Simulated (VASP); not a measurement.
# In3SbO4 (R3) in VASP: notebook

One crystal, In3SbO4, is run at these levels: PBE; tasks: relaxation of cell and atoms.

Program: VASP 6.6.1. These are calculated values, not measurements. Logs are shortened: lines on timing, memory, paths and dates and some standing lists are left out, and cuts for length are marked.

## 1. The crystal as given

It takes space group R3 (No. 146, trigonal). Conventional cell: a = 7.588 Å, b = 7.588 Å, c = 8.025 Å, α = 90.00°, β = 90.00°, γ = 120.00°. In (site symmetry 1) is surrounded by 3 O at 2.18 to 2.43 Å. Around Sb (site symmetry 3) lie 3 O at 2.00 Å. O (site symmetry 3) has 3 In at 2.33 Å as nearest neighbours. O (site symmetry 1) is surrounded by 1 Sb at 2.00 Å and 1 In at 2.18 Å.

The cell was built by a generator and needn't be a form met in nature.

## 2. Relaxation of cell and atoms, PBE

File INCAR:

```
SYSTEM = In3SbO4
ALGO = Normal ; EDIFF = 1E-6
EDIFFG = -0.01 ; ENCUT = 520
GGA = PE ; IBRION = 2
ISIF = 3 ; ISMEAR = 0
KPAR = 4 ; LASPH = .True.
LCHARG = .False. ; LREAL = .False.
LWAVE = .False. ; NELM = 120
NSW = 90 ; PREC = Accurate
SIGMA = 0.1
```

File KPOINTS:

```
k-points
0
Gamma
  6 6 6
  0 0 0
```

File POSCAR:

```
In3SbO4
1.0
    3.7939132300      2.1904168300      2.6750000200
   -3.7939132300      2.1904168300      2.6750000200
    0.0000000000     -4.3808336500      2.6750000200
In Sb O
3 1 4
Direct
    0.7957376600      0.7564651200      0.2471073000
    0.2471073000      0.7957376600      0.7564651200
    0.7564651200      0.2471073000      0.7957376600
    0.2529787500      0.2529787500      0.2529787500
    0.7996454200      0.7996454200      0.7996454200
    0.1580936300      0.3823951500      0.6076063500
    0.6076063500      0.1580936300      0.3823951500
    0.3823951500      0.6076063500      0.1580936300
```

Potentials or basis: VASP PAW PBE potentials, release 64 (In_d, Sb, O).

Run with:

```bash
> cat potpaw_PBE.64/In_d/POTCAR potpaw_PBE.64/Sb/POTCAR potpaw_PBE.64/O/POTCAR > POTCAR
> mpirun -np 4 vasp_std > vasp.out
```

OUTCAR:

```text
SYSTEM = In3SbO4
   EDIFF = 1E-6
   EDIFFG = -0.01
   ENCUT = 520
   GGA = PE
   IBRION = 2
   ISIF = 3
   ISMEAR = 0
   LASPH = .True.
   LREAL = .False.
   NELM = 120
   NSW = 90
   PREC = Accurate

 ion  position               nearest neighbor table
   1  0.796  0.756  0.247-   8 2.18   5 2.33   7 2.43   5 2.82   4 3.30   2 3.31   3 3.31   3 3.58
                             2 3.58   4 3.62   3 3.63   2 3.63   4 3.65   2 4.02   3 4.02
   2  0.247  0.796  0.756-   6 2.18   5 2.33   8 2.43   5 2.82   4 3.30   1 3.31   3 3.31   3 3.58
                             1 3.58   4 3.62   1 3.63   3 3.63   4 3.65   3 4.02   1 4.02
   3  0.756  0.247  0.796-   7 2.18   5 2.33   6 2.43   5 2.82   4 3.30   1 3.31   2 3.31   2 3.58
                             1 3.58   4 3.62   1 3.63   2 3.63   4 3.65   2 4.02   1 4.02
   4  0.253  0.253  0.253-   7 2.00   6 2.00   8 2.00   2 3.30   3 3.30   1 3.30   3 3.62   2 3.62
                             1 3.62   1 3.65   2 3.65   3 3.65
   5  0.800  0.800  0.800-   1 2.33   3 2.33   2 2.33   1 2.82   2 2.82   3 2.82
   6  0.158  0.382  0.608-   4 2.00   2 2.18   3 2.43
   7  0.608  0.158  0.382-   4 2.00   3 2.18   1 2.43
   8  0.382  0.608  0.158-   4 2.00   1 2.18   2 2.43

  LATTYP: Found a trigonal (rhomboedric) cell.
 ALAT       =     5.1329648930
 COS(alpha) =    -0.0926176099

  Lattice vectors:

 A1 = (   3.7939132300,   2.1904168300,   2.6750000200)
 A2 = (  -3.7939132300,   2.1904168300,   2.6750000200)
 A3 = (   0.0000000000,  -4.3808336500,   2.6750000200)

Analysis of symmetry for initial positions (statically):
=====================================================================
 Subroutine PRICEL returns:
 Original cell was already a primitive cell.

 Routine SETGRP: Setting up the symmetry group for a
 trigonal (rhombohedral) supercell.

 Subroutine GETGRP returns: Found  3 space group operations
 (whereof  3 operations were pure point group operations)
 out of a pool of 12 trial point group operations.

The static configuration has the point symmetry C_3 .

Analysis of symmetry for dynamics (positions and initial velocities):
=====================================================================
 Subroutine PRICEL returns:
 Original cell was already a primitive cell.

 Routine SETGRP: Setting up the symmetry group for a
 trigonal (rhombohedral) supercell.

 Subroutine GETGRP returns: Found  3 space group operations
 (whereof  3 operations were pure point group operations)
 out of a pool of 12 trial point group operations.

The dynamic configuration has the point symmetry C_3 .

 Subroutine INISYM returns: Found  3 space group operations
 (whereof  3 operations are pure point group operations),
 and found     1 'primitive' translations

----------------------------------------------------------------------------------------

                                     Primitive cell

  volume of cell :     133.3795

  direct lattice vectors                    reciprocal lattice vectors
     3.793913230  2.190416830  2.675000020     0.131790046  0.076089019  0.124610591
    -3.793913230  2.190416830  2.675000020    -0.131790046  0.076089019  0.124610591
     0.000000000 -4.380833650  2.675000020     0.000000000 -0.152178037  0.124610591

  length of vectors
     5.132964893  5.132964893  5.132964891     0.196687454  0.196687454  0.196687454

  position of ions in fractional coordinates (direct lattice)
     0.795737660  0.756465120  0.247107300
     0.247107300  0.795737660  0.756465120
     0.756465120  0.247107300  0.795737660
     0.252978750  0.252978750  0.252978750
     0.799645420  0.799645420  0.799645420
     0.158093630  0.382395150  0.607606350
     0.607606350  0.158093630  0.382395150
     0.382395150  0.607606350  0.158093630

  ion indices of the primitive-cell ions
   primitive index   ion index
                 1           1
                 2           2
                 3           3
                 4           4
                 5           5
                 6           6
                 7           7
                 8           8

----------------------------------------------------------------------------------------

 KPOINTS: k-points

Automatic generation of k-mesh.
 Grid dimensions read from file:
 generate k-points for:    6    6    6

 Generating k-lattice:

  Cartesian coordinates                     Fractional coordinates (reciprocal lattice)
     0.021965008  0.012681503  0.020768432     0.166666667  0.000000000  0.000000000
    -0.021965008  0.012681503  0.020768432     0.000000000  0.166666667  0.000000000
     0.000000000 -0.025363006  0.020768432     0.000000000  0.000000000  0.166666667

  Length of vectors
     0.032781242  0.032781242  0.032781242

  Shift w.r.t. Gamma in fractional coordinates (k-lattice)
     0.000000000  0.000000000  0.000000000

 Subroutine IBZKPT returns following result:
 ===========================================

 Found     40 irreducible k-points:

 Following reciprocal coordinates:
            Coordinates               Weight
  0.000000  0.000000  0.000000      1.000000
  0.166667  0.000000  0.000000      6.000000
  0.333333  0.000000  0.000000      6.000000
  0.500000  0.000000 -0.000000      3.000000
  0.166667  0.166667  0.000000      6.000000
  0.333333  0.166667  0.000000      6.000000
[... 16 lines left out ...]
  0.333333  0.333333  0.166667      6.000000
  0.500000  0.333333  0.166667      6.000000
 [... further k-points ...]
   k-points           NKPTS =     40   k-points in BZ     NKDIM =     40   number of bands    NBANDS=     40
   number of dos      NEDOS =    301   number of ions     NIONS =      8
   total plane-waves  NPLWV =  64000
   dimension x,y,z NGX =    40 NGY =   40 NGZ =   40
   dimension x,y,z NGXF=    80 NGYF=   80 NGZF=   80
   ions per type =               3   1   4
   NGX,Y,Z   is equivalent  to a cutoff of  12.96, 12.96, 12.96 a.u.
   NGXF,Y,Z  is equivalent  to a cutoff of  25.91, 25.91, 25.91 a.u.
 SYSTEM =  In3SbO4
   PREC   = accura    normal or accurate (medium, high low for compatibility)
   ISTART =      0    job   : 0-new  1-cont  2-samecut
   ICHARG =      2    charge: 1-file 2-atom 10-const
   ISPIN  =      1    spin polarized calculation?
   LNONCOLLINEAR =      F non collinear calculations
   LSORBIT =      F    spin-orbit coupling
   LASPH  =      T    aspherical Exc in radial PAW
   ENCUT  =  520.0 eV  38.22 Ry    6.18 a.u.   9.54  9.54  9.54*2*pi/ulx,y,z
   NELM   =    120;   NELMIN=  2; NELMDL= -5     # of ELM steps
   EDIFF  = 0.1E-05   stopping-criterion for ELM
   LREAL  =      F    real-space projection
   EDIFFG = -.1E-01   stopping-criterion for IOM
   NSW    =     90    number of steps for IOM
   IBRION =      2    ionic relax: 0-MD 1-quasi-New 2-CG
   NFREE  =      1    steps in history (QN), initial steepest desc. (CG)
   ISIF   =      3    stress and relaxation
   ISYM   =      2    0-nonsym 1-usesym 2-fastsym
   POTIM  = 0.5000    time-step for ionic-motion
   TEBEG  =    0.0;   TEEND  =   0.0 temperature during run
   PSTRESS=    0.0 pullay stress
   NELECT =      68.0000    total number of electrons
   NUPDOWN=      -1.0000    fix difference up-down
   EMIN   =  10.00;   EMAX   =-10.00  energy-range for DOS
   EFERMI =   0.00;   METHOD = LEGACY
   ISMEAR =     0;   SIGMA  =   0.10  broadening in eV -4-tet -1-fermi 0-gaus
   EFERMI_NEDOS =   21; number of points for ismear=-14 and -15
   IALGO  =     38    algorithm
   IMIX   =      4    mixing-type and parameters
     AMIX     =   0.40;   BMIX     =  1.00
     AMIX_MAG =   1.60;   BMIX_MAG =  1.00
  volume/ion in A,a.u.               =      16.67       112.51
  Fermi-wavevector in a.u.,A,eV,Ry     =   1.307820  2.471422 23.271322  1.710394
  Thomas-Fermi vector in A             =   2.438529
   LORBIT       =      0    0 simple, 1 ext, 2 COOP (PROOUT), +10 PAW based schemes
   GGA     = PE    functional components
   LHFCALC =     F    Hartree Fock is set to
   AEXX    =    0.0000 exact exchange contribution
   IVDW    =     0    specifies the selected vdW correction
   LEPSILON=     F    determine dielectric tensor
   LRPA    =     F    only Hartree local field effects (RPA)
 conjugate gradient relaxation of ions
 non-spin polarized calculation
 Gauss-broadening in eV      SIGMA  =   0.10
  energy-cutoff  :      520.00
  volume of cell :      133.38
 maximum number of plane-waves:      3606
 NGX is ok and might be reduce to    40
   NGX = 19   NGY = 19   NGZ = 19

--------------------------------------- Ionic step        1  -------------------------------------------

 number of electron      68.0000000 magnetization

 Free energy of the ion-electron system (eV)
  ---------------------------------------------------
  ext. energy  EPLUGINS =         0.00000000
  ---------------------------------------------------
  free energy    TOTEN  =       -39.13665942 eV

  energy without entropy =      -39.12875695  energy(sigma->0) =      -39.13270819

------------------------ aborting loop because EDIFF is reached ----------------------------------------

  FORCE on cell =-STRESS in cart. coord.  units (eV):
  Direction    XX          YY          ZZ          XY          YZ          ZX
  --------------------------------------------------------------------------------------
  -------------------------------------------------------------------------------------
  Total       -0.2546154     -0.2546154     -0.6798588      0.0000011     -0.0000000      0.0000000
  in kB       -3.0584827     -3.0584827     -8.1665773      0.0000128     -0.0000000      0.0000000
  external PRESSURE =      -4.7611809 kB  Pullay stress =       0.0000000 kB
[... 107 lines left out ...]
  FREE ENERGIE OF THE ION-ELECTRON SYSTEM (eV)
  ---------------------------------------------------
  free  energy   TOTEN  =       -39.1700272651 eV

  energy  without entropy=      -39.1625263638  energy(sigma->0) =      -39.16627681

[... ionic steps 4 to 22 ...]

--------------------------------------- Ionic step       23  -------------------------------------------

 number of electron      67.9999991 magnetization

------------------------ aborting loop because EDIFF is reached ----------------------------------------
[... 79 lines left out ...]
--------------------------------------- Ionic step       25  -------------------------------------------

 number of electron      67.9999990 magnetization

 Free energy of the ion-electron system (eV)
  ---------------------------------------------------
  ext. energy  EPLUGINS =         0.00000000
  ---------------------------------------------------
  free energy    TOTEN  =       -39.23360967 eV

  energy without entropy =      -39.22396217  energy(sigma->0) =      -39.22878592

 E-fermi :   6.1184     XC(G=0): -10.2048

 val. band max:        6.1075781347   @ k =   0.1667   0.0000   0.0000
 cond. band min:       6.1233409108   @ k =   0.3333   0.3333   0.3333
 fundamental gap:      0.0157627762
 Fermi energy:         6.1183697271

 k-point     1 :       0.0000    0.0000    0.0000
  band No.  band energies     occupation
      1     -13.1540      2.00000
      2     -12.2146      2.00000
      3     -12.2146      2.00000
      4     -11.8483      2.00000
      5      -8.0221      2.00000
      6      -7.9975      2.00000
[... 1021 lines left out ...]
     39      10.2673      0.00000
     40      10.9044      0.00000

 [... further k-points ...]

------------------------ aborting loop because EDIFF is reached ----------------------------------------

  FORCE on cell =-STRESS in cart. coord.  units (eV):
  Direction    XX          YY          ZZ          XY          YZ          ZX
  --------------------------------------------------------------------------------------
  -------------------------------------------------------------------------------------
  Total       -0.0376617     -0.0376617      0.0332495      0.0000013      0.0000000     -0.0000000
  in kB       -0.4349103     -0.4349103      0.3839587      0.0000151      0.0000000     -0.0000000
  external PRESSURE =      -0.1619540 kB  Pullay stress =       0.0000000 kB
[... 23 lines left out ...]
  FREE ENERGIE OF THE ION-ELECTRON SYSTEM (eV)
  ---------------------------------------------------
  free  energy   TOTEN  =       -39.2336096746 eV

  energy  without entropy=      -39.2239621723  energy(sigma->0) =      -39.22878592

 reached required accuracy - stopping structural energy minimisation
```

It took 8.7 min on 4 MPI ranks of AMD EPYC 9R14 (Zen 4), shared host; peak memory 0.36 GiB.

What came out:

| Item | Value |
| --- | --- |
| Free energy | -39.2336 eV |
| Relaxed volume | 17.34 Å³/atom |
| Relaxed cell | a = 5.199 Å, b = 5.199 Å, c = 5.199 Å, α = 95.12°, β = 95.12°, γ = 95.12° |
| Space group after relaxing (to 0.05 Å) | R3 (No. 146) |
| Energy gained by relaxing | 12.1 meV/atom |
| Ionic steps | 25 |
| Pressure after relaxing | 0.0 GPa |
| Largest force after relaxing | 0.009 eV/Å |
| Band gap on the k mesh | none (metal or under the smearing width) |

Forces on the atoms (eV/Å):
```
In   0.003  0.000  0.002
In  -0.001  0.003  0.002
In  -0.002 -0.002  0.002
Sb   0.000  0.000 -0.007
O    0.000  0.000  0.009
O    0.001  0.003 -0.003
O   -0.003 -0.001 -0.003
O    0.003 -0.002 -0.003
```

Stress tensor (GPa, compression positive):
```
-0.04  0.00  0.00
 0.00 -0.04  0.00
 0.00  0.00  0.04
```

The path:
| step | energy change (eV) | largest force (eV/Å) | pressure (GPa) | volume (Å³) |
| --- | --- | --- | --- | --- |
| 1 | 0.0000 | 0.4350 | -0.48 | 133.38 |
| 2 | -0.0273 | 0.2827 | 0.36 | 132.43 |
| 3 | -0.0334 | 0.2256 | 1.03 | 131.73 |
| 4 | -0.0535 | 0.2431 | 0.36 | 132.93 |
| 5 | -0.0662 | 0.5249 | -0.56 | 134.77 |
| 6 | -0.0807 | 0.3257 | -0.14 | 135.07 |
| 7 | -0.0894 | 0.0851 | 0.49 | 135.51 |
| 8 | -0.0916 | 0.0752 | 0.26 | 136.16 |
| 9 | -0.0929 | 0.0979 | -0.42 | 138.11 |
| 10 | -0.0933 | 0.0859 | -0.21 | 137.47 |
| 11 | -0.0948 | 0.0494 | -0.02 | 137.65 |
| 12 | -0.0951 | 0.0499 | 0.07 | 137.76 |
| 13 | -0.0955 | 0.0371 | -0.03 | 137.95 |
| 14 | -0.0956 | 0.0619 | -0.07 | 138.03 |
| 15 | -0.0960 | 0.0484 | 0.00 | 138.04 |
| 16 | -0.0963 | 0.0338 | 0.09 | 138.06 |
| 17 | -0.0961 | 0.0442 | 0.28 | 138.08 |
| 18 | -0.0963 | 0.0287 | 0.17 | 138.06 |
| 19 | -0.0967 | 0.0282 | 0.06 | 138.38 |
| 20 | -0.0968 | 0.0297 | -0.01 | 138.58 |
| 21 | -0.0969 | 0.0143 | 0.02 | 138.63 |
| 22 | -0.0969 | 0.0228 | 0.04 | 138.65 |
| 23 | -0.0969 | 0.0139 | -0.03 | 138.77 |
| 24 | -0.0969 | 0.0128 | -0.03 | 138.77 |
| 25 | -0.0970 | 0.0094 | -0.02 | 138.74 |

Final structure:
```xyz
8
Lattice="3.8368 2.2152 2.7207 -3.8368 2.2152 2.7207 0.0000 -4.4304 2.7207" Properties=species:S:1:pos:R:3 pbc="T T T"
In    0.0010    2.3720    4.8840
In   -2.0547   -1.1852    4.8840
In    2.0538   -1.1869    4.8840
Sb    0.0000    0.0000    2.0616
O     0.0000    0.0000    6.6349
O    -0.8552   -1.4912    3.0999
O     1.7190    0.0050    3.0999
O    -0.8638    1.4862    3.0999
```

The run has no spin-orbit coupling, so splittings on Sb are missing.

(Continued in part 2 of 2.)
